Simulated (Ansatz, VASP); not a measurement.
# One calculation of Sc3TaH, two programs

File INCAR:

```
PREC = Accurate ; ENCUT = 520
EDIFF = 1E-6 ; ISMEAR = 0
SIGMA = 0.1 ; LREAL = F
LASPH = T ; NELM = 100
ALGO = Normal ; ISIF = 2
LWAVE = F ; LCHARG = T
GGA = PE ; LELF = T
LVHAR = T ; NBANDS = 30
```

File KPOINTS:

```
regular mesh
0
Gamma
  4 4 4
```

Contents of POSCAR:

```
Sc3TaH
1.0
    4.2660289400      0.0000000000      0.0000000000
    0.0000000000      4.2660289400      0.0000000000
    0.0000000000      0.0000000000      4.2660289400
Sc Ta H
3 1 1
Direct
    0.0000000000      0.5000000000      0.5000000000
    0.5000000000      0.0000000000      0.5000000000
    0.5000000000      0.5000000000      0.0000000000
    0.0000000000      0.0000000000      0.0000000000
    0.5000000000      0.5000000000      0.5000000000
```

Input for Ansatz:

```yaml
crystal:
  lattice:
    - [4.26602894, 0.0, 0.0]
    - [0.0, 4.26602894, 0.0]
    - [0.0, 0.0, 4.26602894]
  atoms:
    - { symbol: Sc, position: [0.0, 0.5, 0.5] }
    - { symbol: Sc, position: [0.5, 0.0, 0.5] }
    - { symbol: Sc, position: [0.5, 0.5, 0.0] }
    - { symbol: Ta, position: [0.0, 0.0, 0.0] }
    - { symbol: H, position: [0.5, 0.5, 0.5] }
basis:
  ecutwfc: 420
kpoints:
  mp_grid: { grid: [4, 4, 4] }
hamiltonian:
  xc: pbe
scf:
  occupations: { method: gaussian, width: 0.1 }
  lower_state_search: "off"
output:
  forces: true
  stress: true
  eigenvalues: true
```

Change from the starting cell: species swapped into the LuBRh3 type (Pm-3m, No. 221).

Alike in both runs: task single point; functional PBE; k mesh 4 × 4 × 4; occupations gaussian, width 0.1 eV; no spin polarisation.

|  | VASP | Ansatz |
| --- | --- | --- |
| version | VASP 6.6.1 | Ansatz 0.2.0 |
| potentials or method | VASP PAW PBE potentials, release 64 (Sc_sv, Ta_pv, H) | scalar-relativistic, plane waves, PAW |
| plane-wave cutoff (eV) | 520 | 420 |
| valence electrons in the cell | 45 | 47 |

```csv
,VASP,Ansatz,Ansatz less VASP
gap on the k mesh at the Fermi level (eV),none,none,-
pressure (GPa),13.0,12.8,-0.17
```

A gap of «none» marks a metal or a gap that the smearing closes. The two sets of potentials don't hold the same shells in valence.

Caveats: the k mesh is coarse (spacing up to 0.37 Å⁻¹), so the values aren't converged. Spin-orbit coupling is left out, which matters for the levels of Ta.
